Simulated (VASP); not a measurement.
Data:

```xyz
3
Lattice="3.0978 0.0000 0.0000 -1.5489 2.6828 0.0000 0.0000 0.0000 4.8972" Properties=species:S:1:pos:R:3 pbc="T T T"
N      0.0000     0.0000     0.0000
Ta     0.0000     1.7885     1.2524
Ta     1.5489     0.8943     3.6448
```

The numbers are results of PBE GGA, VASP's PBE PAW potentials (set 64) (plane waves; VASP 6.6.1), not measurements. Settings: 500 eV cut-off, 6×6×4 Γ-centred mesh, Gaussian smearing of 0.050 eV, potentials N Ta_pv.

Question: Which forces act on the atoms, in eV/Å?

Answer: 
| atom | Fx | Fy | Fz |
|---|---|---|---|
| N1 | 0.000 | 0.000 | 0.000 |
| Ta2 | 0.000 | 0.000 | -0.211 |
| Ta3 | 0.000 | 0.000 | 0.211 |

Question: Give the stress tensor in GPa (positive for a compressed cell).

Answer: 
```
 0.25   0.00   0.00
 0.00   0.25   0.00
 0.00   0.00  -0.30
```
The pressure is its mean diagonal, 0.07 GPa.

The structure was generated: Ta2N was put into the CdI2 type (P-3m1), which need not be its known phase. It was relaxed first, which changed the volume by +20 %. The k-mesh is coarse (spacing up to 0.39 per Å, 2π included), so the numbers may not be converged in it. The electron count is odd and the run is not spin-polarised, which forces a metal.
